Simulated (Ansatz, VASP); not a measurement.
Mg3ZnC: VASP beside Ansatz

```
Zn Mg C
1.0
     4.40693    0.00000    0.00000
     0.00000    4.40693    0.00000
     0.00000    0.00000    4.40693
Zn Mg C
1 3 1
Cartesian
  0.0000 0.0000 0.0000
  2.2035 0.0000 2.2035
  2.2035 2.2035 0.0000
  0.0000 2.2035 2.2035
  2.2035 2.2035 2.2035
```

The cell comes from a database or a generator and needn't be the stable form of this composition.

Alike in both runs: task single point; functional PBE; k mesh 6 × 6 × 6; occupations gaussian, width 0.02 eV; no spin polarisation.

|  | VASP | Ansatz |
| --- | --- | --- |
| version | VASP 6.6.1 | Ansatz 0.2.0 |
| potentials or method | VASP PAW PBE potentials, release 64 (Zn, Mg_pv, C) | Ansatz PAW |
| plane-wave cutoff (eV) | 520 | 420 |
| valence electrons in the cell | 40 | 46 |

```csv
,VASP,Ansatz,Ansatz less VASP
gap on the k mesh at the Fermi level (eV),none,none,-
pressure (GPa),-0.2,-0.2,-0.02
```

A gap of «none» marks a metal or a gap that the smearing closes. The two sets of potentials don't hold the same shells in valence.
